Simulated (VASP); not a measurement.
# CaH12Cl2O6 in VASP: further runs

The runs below take CaH12Cl2O6 through single point, molecular dynamics, with LDA.

Program: VASP 6.6.1. These are calculated values, not measurements. Logs are shortened: lines on timing, memory, paths and dates and some standing lists are left out, and cuts for length are marked.

### Step 1. The crystal as given

The cell holds a amorphous, 21 atoms: a = 6.838 Å, b = 6.838 Å, c = 6.838 Å, α = 90.00°, β = 90.00°, γ = 90.00°.

The cell was built by a generator and needn't be a form met in nature.

### Step 2. Single point, LDA

INCAR reads:

```
ALGO = Normal
EDIFF = 1E-6
ENCUT = 520
GGA = CA
ISIF = 2
ISMEAR = -1
LASPH = T
LCHARG = F
LREAL = Auto
LWAVE = F
NBANDS = 52
NELM = 60
PREC = Accurate
SIGMA = 0.05
```

KPOINTS reads:

```
k-points
0
Gamma
  1 1 1
```

POSCAR reads:

```
CaH12Cl2O6
1.0
    6.8384790000      0.0000000000      0.0000000000
    0.0000000000      6.8384790000      0.0000000000
    0.0000000000      0.0000000000      6.8384790000
O H Ca Cl
6 12 1 2
Direct
    1.0894820325      0.2106901257      0.4818615368
    0.5253799858      0.2454493170      0.1154935184
    0.7333940778      0.9344183114      0.9855115443
    0.6112324100      0.8674297311      0.4974351753
    0.1088692383      0.5614260130      0.6336350525
    0.4189674341      0.8039945725      0.1501064784
    1.0718319088      0.3462465849      0.5364643220
    0.9730818798      0.1355125899      0.4965431641
    0.6253144888      0.1478691387      0.0728963268
    0.5055656382      0.3275582187     -0.0003070858
    0.7758450381      0.9661358907      0.8497649843
    0.8510518201      0.9211697513      1.0834573010
    0.7430453468      0.8534061448      0.4453475692
    0.5854225772      0.7399744885      0.5606071175
    0.1256273508      0.6674729863      0.5403833221
    0.2519127426      0.5365374376      0.6788497852
    0.5365666839      0.7952206916      0.0600718376
    0.3301611367      0.6932389498      0.1444619483
    0.3590272047      0.0900931333      0.3542015703
    1.0182381199      0.8291317411      0.2862186167
    0.5099233324      0.3704478730      0.6921714609
```

Potentials or basis: VASP PAW LDA potentials, release 64 (O, H, Ca_sv, Cl).

Launch:

```
$ cat potpaw_LDA.64/O/POTCAR potpaw_LDA.64/H/POTCAR potpaw_LDA.64/Ca_sv/POTCAR potpaw_LDA.64/Cl/POTCAR > POTCAR
$ mpirun -np 1 vasp_gam > vasp.out
```

OUTCAR:

```text
EDIFF = 1E-6
   ENCUT = 520
   GGA = CA
   ISIF = 2
   ISMEAR = -1
   LASPH = T
   LREAL = Auto
   NELM = 60
   PREC = Accurate

 ion  position               nearest neighbor table
   1  0.089  0.211  0.482-   8 0.95   7 1.01  19 2.20
   2  0.525  0.245  0.115-  10 0.98   9 1.00  19 2.26
   3  0.733  0.934  0.986-  11 1.00  12 1.05
   4  0.611  0.867  0.497-  13 0.97  14 0.99  19 2.50
   5  0.109  0.561  0.634-  15 0.97  16 1.04
   6  0.419  0.804  0.150-  18 0.97  17 1.01  19 2.44
   7  0.072  0.346  0.536-   1 1.01
   8  0.973  0.136  0.497-   1 0.95
   9  0.625  0.148  0.073-   2 1.00
  10  0.506  0.328  1.000-   2 0.98
  11  0.776  0.966  0.850-   3 1.00
  12  0.851  0.921  0.083-   3 1.05
  13  0.743  0.853  0.445-   4 0.97
  14  0.585  0.740  0.561-   4 0.99
  15  0.126  0.667  0.540-   5 0.97
  16  0.252  0.537  0.679-   5 1.04
  17  0.537  0.795  0.060-   6 1.01
  18  0.330  0.693  0.144-   6 0.97
  19  0.359  0.090  0.354-   1 2.20   2 2.26   6 2.44   4 2.50
  20  0.018  0.829  0.286-
  21  0.510  0.370  0.692-

  LATTYP: Found a simple cubic cell.
 ALAT       =     6.8384790000

  Lattice vectors:

 A1 = (   6.8384790000,   0.0000000000,   0.0000000000)
 A2 = (   0.0000000000,   6.8384790000,   0.0000000000)
 A3 = (   0.0000000000,   0.0000000000,   6.8384790000)

Analysis of symmetry for initial positions (statically):
=====================================================================
 Subroutine PRICEL returns:
 Original cell was already a primitive cell.

 Routine SETGRP: Setting up the symmetry group for a
 simple cubic supercell.

 Subroutine GETGRP returns: Found  1 space group operations
 (whereof  1 operations were pure point group operations)
 out of a pool of 48 trial point group operations.

The static configuration has the point symmetry C_1 .

Analysis of symmetry for dynamics (positions and initial velocities):
=====================================================================
 Subroutine PRICEL returns:
 Original cell was already a primitive cell.

 Routine SETGRP: Setting up the symmetry group for a
 simple cubic supercell.

 Subroutine GETGRP returns: Found  1 space group operations
 (whereof  1 operations were pure point group operations)
 out of a pool of 48 trial point group operations.

The dynamic configuration has the point symmetry C_1 .

 Subroutine INISYM returns: Found  1 space group operations
 (whereof  1 operations are pure point group operations),
 and found     1 'primitive' translations

----------------------------------------------------------------------------------------

                                     Primitive cell

  volume of cell :     319.8001

  direct lattice vectors                    reciprocal lattice vectors
     6.838479000  0.000000000  0.000000000     0.146231348  0.000000000  0.000000000
     0.000000000  6.838479000  0.000000000     0.000000000  0.146231348  0.000000000
     0.000000000  0.000000000  6.838479000     0.000000000  0.000000000  0.146231348

  length of vectors
     6.838479000  6.838479000  6.838479000     0.146231348  0.146231348  0.146231348

  position of ions in fractional coordinates (direct lattice)
     0.089482033  0.210690126  0.481861537
     0.525379986  0.245449317  0.115493518
     0.733394078  0.934418311  0.985511544
     0.611232410  0.867429731  0.497435175
     0.108869238  0.561426013  0.633635052
     0.418967434  0.803994573  0.150106478
[... 13 lines left out ...]
     0.018238120  0.829131741  0.286218617
     0.509923332  0.370447873  0.692171461

  ion indices of the primitive-cell ions
   primitive index   ion index
                 1           1
                 2           2
                 3           3
                 4           4
                 5           5
                 6           6
[... 13 lines left out ...]
                20          20
                21          21

----------------------------------------------------------------------------------------

 KPOINTS: k-points

Automatic generation of k-mesh.
 Grid dimensions read from file:
 generate k-points for:    1    1    1

 Generating k-lattice:

  Cartesian coordinates                     Fractional coordinates (reciprocal lattice)
     0.146231348  0.000000000  0.000000000     1.000000000  0.000000000  0.000000000
     0.000000000  0.146231348  0.000000000     0.000000000  1.000000000  0.000000000
     0.000000000  0.000000000  0.146231348     0.000000000  0.000000000  1.000000000

  Length of vectors
     0.146231348  0.146231348  0.146231348

  Shift w.r.t. Gamma in fractional coordinates (k-lattice)
     0.000000000  0.000000000  0.000000000

 Subroutine IBZKPT returns following result:
 ===========================================

 Found      1 irreducible k-points:

 Following reciprocal coordinates:
            Coordinates               Weight
  0.000000  0.000000  0.000000      1.000000
   k-points           NKPTS =      1   k-points in BZ     NKDIM =      1   number of bands    NBANDS=     52
   number of dos      NEDOS =    301   number of ions     NIONS =     21
   total plane-waves  NPLWV = 157464
   dimension x,y,z NGX =    54 NGY =   54 NGZ =   54
   dimension x,y,z NGXF=   108 NGYF=  108 NGZF=  108
   ions per type =               6  12   1   2
   NGX,Y,Z   is equivalent  to a cutoff of  13.13, 13.13, 13.13 a.u.
   NGXF,Y,Z  is equivalent  to a cutoff of  26.26, 26.26, 26.26 a.u.
 SYSTEM =  unknown system
   PREC   = accura    normal or accurate (medium, high low for compatibility)
   ISTART =      0    job   : 0-new  1-cont  2-samecut
   ICHARG =      2    charge: 1-file 2-atom 10-const
   ISPIN  =      1    spin polarized calculation?
   LNONCOLLINEAR =      F non collinear calculations
   LSORBIT =      F    spin-orbit coupling
   LASPH  =      T    aspherical Exc in radial PAW
   ENCUT  =  520.0 eV  38.22 Ry    6.18 a.u.  12.72 12.72 12.72*2*pi/ulx,y,z
   NELM   =     60;   NELMIN=  2; NELMDL= -5     # of ELM steps
   EDIFF  = 0.1E-05   stopping-criterion for ELM
   LREAL  =      T    real-space projection
   EDIFFG = 0.1E-04   stopping-criterion for IOM
   NSW    =      0    number of steps for IOM
   IBRION =     -1    ionic relax: 0-MD 1-quasi-New 2-CG
   NFREE  =      0    steps in history (QN), initial steepest desc. (CG)
   ISIF   =      2    stress and relaxation
   ISYM   =      2    0-nonsym 1-usesym 2-fastsym
   POTIM  = 0.5000    time-step for ionic-motion
   TEBEG  =    0.0;   TEEND  =   0.0 temperature during run
   PSTRESS=    0.0 pullay stress
   NELECT =      72.0000    total number of electrons
   NUPDOWN=      -1.0000    fix difference up-down
   EMIN   =  10.00;   EMAX   =-10.00  energy-range for DOS
   EFERMI =   0.00;   METHOD = LEGACY
   ISMEAR =    -1;   SIGMA  =   0.05  broadening in eV -4-tet -1-fermi 0-gaus
   EFERMI_NEDOS =   21; number of points for ismear=-14 and -15
   IALGO  =     38    algorithm
   IMIX   =      4    mixing-type and parameters
     AMIX     =   0.40;   BMIX     =  1.00
     AMIX_MAG =   1.60;   BMIX_MAG =  1.00
  volume/ion in A,a.u.               =      15.23       102.77
  Fermi-wavevector in a.u.,A,eV,Ry     =   0.995924  1.882023 13.495134  0.991864
  Thomas-Fermi vector in A             =   2.127977
   LORBIT       =      0    0 simple, 1 ext, 2 COOP (PROOUT), +10 PAW based schemes
   GGA     = CA    functional components
   LHFCALC =     F    Hartree Fock is set to
   AEXX    =    0.0000 exact exchange contribution
   IVDW    =     0    specifies the selected vdW correction
   LEPSILON=     F    determine dielectric tensor
   LRPA    =     F    only Hartree local field effects (RPA)
 non-spin polarized calculation
  energy-cutoff  :      520.00
  volume of cell :      319.80
 maximum number of plane-waves:      4301
 NGX is ok and might be reduce to    50
   NGX = 25   NGY = 25   NGZ = 25

 number of electron      72.0000001 magnetization

 Free energy of the ion-electron system (eV)
  ---------------------------------------------------
  ext. energy  EPLUGINS =         0.00000000
  ---------------------------------------------------
  free energy    TOTEN  =      -106.27937462 eV

  energy without entropy =     -106.27937462  energy(sigma->0) =     -106.27937462

 E-fermi :  -1.7917     XC(G=0):  -6.8208

 val. band max:       -3.1280640073   @ k =   0.0000   0.0000   0.0000
 cond. band min:       0.7843213465   @ k =   0.0000   0.0000   0.0000
 fundamental gap:      3.9123853539
 Fermi energy:        -1.7917325028

 k-point     1 :       0.0000    0.0000    0.0000
  band No.  band energies     occupation
      1     -41.1624      2.00000
      2     -23.0828      2.00000
      3     -22.7895      2.00000
      4     -22.5372      2.00000
      5     -22.2198      2.00000
      6     -21.9145      2.00000
[... 40 lines left out ...]
     47       5.0128      0.00000
     48       5.2618      0.00000
 [bands above 48 left out]

------------------------ aborting loop because EDIFF is reached ----------------------------------------

  FORCE on cell =-STRESS in cart. coord.  units (eV):
  Direction    XX          YY          ZZ          XY          YZ          ZX
  --------------------------------------------------------------------------------------
  -------------------------------------------------------------------------------------
  Total       -2.4128804     -3.2160136     -2.5403487      0.6218318     -1.1613331     -1.1549440
  in kB      -12.0883722    -16.1120168    -12.7269798      3.1153365     -5.8182023     -5.7861935
  external PRESSURE =     -13.6424563 kB  Pullay stress =       0.0000000 kB

 VOLUME and BASIS-vectors are now :
 -----------------------------------------------------------------------------
  energy-cutoff  :      520.00
  volume of cell :      319.80
      direct lattice vectors                 reciprocal lattice vectors
     6.838479000  0.000000000  0.000000000     0.146231348  0.000000000  0.000000000
     0.000000000  6.838479000  0.000000000     0.000000000  0.146231348  0.000000000
     0.000000000  0.000000000  6.838479000     0.000000000  0.000000000  0.146231348

 POSITION                                       TOTAL-FORCE (eV/Angst)
 -----------------------------------------------------------------------------------
      0.61192      1.44080      3.29520         0.804262      0.505146     -0.155809
      3.59280      1.67850      0.78980        -0.053453     -0.388353      1.027106
      5.01530      6.39000      6.73940         0.788964      0.525731      0.208237
      4.17990      5.93190      3.40170        -0.774245      0.195042      0.909469
      0.74450      3.83930      4.33310         1.619355     -0.695888      0.831703
      2.86510      5.49810      1.02650         0.489118      0.484360     -0.356982
[... 13 lines left out ...]
      0.12472      5.67000      1.95730        -0.023812      0.265934      0.397086
      3.48710      2.53330      4.73340        -0.222637      0.207762     -0.258230
 -----------------------------------------------------------------------------------
    total drift:                                0.002193     -0.009662     -0.018905

  FREE ENERGIE OF THE ION-ELECTRON SYSTEM (eV)
  ---------------------------------------------------
  free  energy   TOTEN  =      -106.2793746205 eV

  energy  without entropy=     -106.2793746205  energy(sigma->0) =     -106.27937462
```

It took 30 s on 1 thread of AMD EPYC 7R43 (Zen 3), shared host; peak memory 0.24 GiB.

What came out:

```yaml
Free_energy: -106.2794 eV
Pressure: -1.4 GPa
Largest_force: 1.949 eV/Å
Band_gap_on_the_k_mesh: 3.91 eV, direct
```

Forces in eV/Å, atoms in the order of the input:
```
O    0.804  0.505 -0.156
O   -0.053 -0.388  1.027
O    0.789  0.526  0.208
O   -0.774  0.195  0.909
O    1.619 -0.696  0.832
O    0.489  0.484 -0.357
H    0.115  0.727  0.384
H   -0.989 -0.632 -0.066
H    0.039 -0.370 -0.410
H   -0.103  0.229 -0.760
H   -0.141 -0.316  0.865
H   -0.692 -0.225 -1.102
H    0.879 -0.120 -0.615
H   -0.090  0.043 -0.104
H   -0.460  0.451 -0.713
H   -1.208 -0.256 -0.292
H   -0.588  0.130  0.465
H   -0.024 -0.022 -0.223
Ca   0.635 -0.738 -0.033
Cl  -0.024  0.266  0.397
Cl  -0.223  0.208 -0.258
```

Levels at points of the mesh, in eV from the valence-band top:
```
           k point  band 33  band 34  band 35  band 36  band 37  band 38  band 39  band 40
(0.00, 0.00, 0.00)    -0.57    -0.38    -0.12     0.00     3.91     6.08     6.27     6.30
```

[end of part 1 of 2]
